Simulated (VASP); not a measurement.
An input for Ansatz (written as the equivalent of a VASP run, and not itself run):

Ansatz 0.2 input:
```yaml
crystal:
  lattice:
    - [0.0000000, 2.4724330, 2.4724330]
    - [2.4724330, 0.0000000, 2.4724330]
    - [2.4724330, 2.4724330, 0.0000000]
  atoms:
    - { symbol: Hf, position: [0.0000000, 0.0000000, 0.0000000] }
    - { symbol: O, position: [0.2500000, 0.2500000, 0.2500000] }
    - { symbol: O, position: [0.7500000, 0.7500000, 0.7500000] }
kpoints:
  mp_grid: { grid: [8, 8, 8] }
hamiltonian:
  xc: pbe
  dispersion: d3bj
  pseudopotentials: { kind: paw }
scf:
  occupations: { method: gaussian, width: 0.05 }
  max_iter: 100
output: { forces: true, stress: true, eigenvalues: true }
```

Write the VASP files for the same calculation (PBE-D3(BJ)).

Several could match; the one computed here: 
### KPOINTS
```
K-points
0
Gamma
8 8 8
0 0 0
```

INCAR:
```
SYSTEM = HfO2
PREC = Accurate
ENCUT = 520
EDIFF = 1E-7
NELM = 100
ALGO = Normal
LREAL = .FALSE.
LASPH = .TRUE.
ISMEAR = 0
SIGMA = 0.05
GGA = PE
IVDW = 12
LMAXMIX = 6
LWAVE = .FALSE.
LCHARG = .FALSE.
ISIF = 2
```

POSCAR:
```
HfO2
1.0
  0.0000000000   2.4724330436   2.4724330436
  2.4724330436   0.0000000000   2.4724330436
  2.4724330436   2.4724330436   0.0000000000
Hf O
1 2
Cartesian
  0.0000000000   0.0000000000   0.0000000000
  1.2362165218   1.2362165218   1.2362165218
  3.7086495654   3.7086495654   3.7086495654
```

POTCAR, in this order: Hf_pv O (PBE.64 set). Program: vasp_std.

What does not carry over: each code has its own PAW files, so the cut-off isn't converted (ENCUT is set for VASP's; basis.ecutwfc is left out, and Ansatz then takes the one that its files recommend); Ansatz stops its SCF on the density residual and VASP on the energy change (EDIFF).

The compound is HfO2 in the fluorite structure, the high-temperature cubic form, which is unstable at 0 K; the monoclinic form is the stable one. This cell is one point of a volume scan, at 0.94 of the reference volume.
